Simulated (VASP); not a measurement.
Ta3AsAu2O13:

```xyz
19
Lattice="5.4020 -0.0008 -0.0016 -2.0172 5.6076 -0.0028 -0.7182 -1.8635 8.4420" Properties=species:S:1:pos:R:3 pbc="T T T"
Ta    0.4020    2.1868    5.0486
Ta    1.8263    1.1445    1.5762
Ta    2.0566    4.8124    0.2295
As    2.8362    4.2897    5.5142
Au   -0.6519    2.7067    1.4534
Au    2.3574    0.2946    6.7957
O     0.1609   -0.0633    1.1950
O     4.6630   -1.5055    7.1850
O    -0.3851    0.3708    5.1915
O    -1.1913    3.4655    4.9245
O     1.2008    2.8656    0.5699
O     2.9846    1.6076    8.2767
O     2.2370   -0.9550    8.3245
O     0.8597    5.1439    1.7678
O     0.4927    1.8974    2.9534
O     3.0780    2.3003    2.4167
O     1.4123    3.9146    4.6484
O     0.5123    2.4998    6.8978
O     2.1736    1.3881    5.1852
```

The cell was built by a generator and needn't be a form met in nature.

Base run:

```yaml
Program: VASP 6.6.1
Functional: PBE
Potentials_or_basis: VASP PAW PBE potentials, release 64 (Ta_pv, As, Au, O)
Cutoff: 520 eV
k_mesh: 6 × 5 × 3
Occupations: fermi-dirac, width 0.05 eV
Spin: no spin polarisation
```

Its results: band gap on the k mesh 0.51 eV, indirect (least direct gap 0.58 eV); pressure 1.0 GPa; largest force 0.402 eV/Å.

Task: The run is repeated on the same cell with these changes: dispersion from none to TS. What comes out?

Result: Band gap on the k mesh 0.51 eV, indirect (least direct gap 0.58 eV); pressure -0.6 GPa; largest force 0.403 eV/Å.

Dispersion adds attraction, which lowers the pressure at fixed volume.

Caveats: spin-orbit coupling is left out, which moves the levels of the heavy elements; an odd mesh through Γ misses points on the zone boundary, where band edges often lie.

Not every run made on this cell is shown here.
